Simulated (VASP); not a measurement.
Given:

```
Fe
1.0
   -1.38891     1.38891     1.38891
    1.38891    -1.38891     1.38891
    1.38891     1.38891    -1.38891
Fe
1
Cartesian
  0.00000   0.00000   0.00000
```
Starting moments (μB, in the order of the record's atoms Fe): 2.1.

All values below come from PBE GGA with D4 dispersion, VASP's PBE PAW potentials (set 64) (plane waves; VASP 6.6.1). Numerical set-up: 520 eV cut-off, 18×18×18 Γ-centred mesh, first-order Methfessel-Paxton smearing of 0.10 eV, potentials Fe.

Question: Give the stress tensor in GPa (positive for a compressed cell).

Answer: 
```
7.45  0.00  0.00
0.00  7.45  0.00
0.00  0.00  7.45
```
The pressure is its mean diagonal, 7.45 GPa.

The compound is Fe in the bcc structure. This cell is one point of a volume scan, at 0.97 of the reference volume.
